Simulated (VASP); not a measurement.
Input:

```xyz
2
Lattice="0.0000 3.3510 3.3510 3.3510 0.0000 3.3510 3.3510 3.3510 0.0000" Properties=species:S:1:pos:R:3 pbc="T T T"
Rb     0.0000     0.0000     0.0000
Cl     3.3510     3.3510     3.3510
```

These are PBE GGA, VASP's PBE PAW potentials (set 64) (plane waves; VASP) values and carry that method's errors. Run with 520 eV cut-off, Gaussian smearing of 0.050 eV, potentials Rb_sv Cl.

Q: Give the energies of bands 6 to 11 at the high-symmetry points, in eV from the valence-band maximum.

A: 
| band | Γ | X | U | L | W |
|---|---|---|---|---|---|
| 6 | 0.00 | -0.32 | -0.37 | -0.78 | -0.39 |
| 7 | 0.00 | -0.10 | -0.28 | -0.29 | -0.24 |
| 8 | 0.00 | -0.10 | -0.20 | -0.29 | -0.24 |
| 9 | 4.83 | 6.24 | 6.92 | 7.56 | 7.59 |
| 10 | 7.95 | 7.82 | 8.53 | 7.77 | 7.59 |
| 11 | 7.95 | 9.41 | 8.76 | 9.95 | 9.08 |

The gap is direct, 4.83 eV, from the valence maximum at Γ to the conduction minimum at Γ.

Measured: gap 8.50 eV (computed value off by -3.67 eV), as given by Aguado et al., (1998), arXiv:cond-mat/9809176.

The compound is RbCl in the rock salt structure. It was relaxed first, which changed the volume by +6 %.
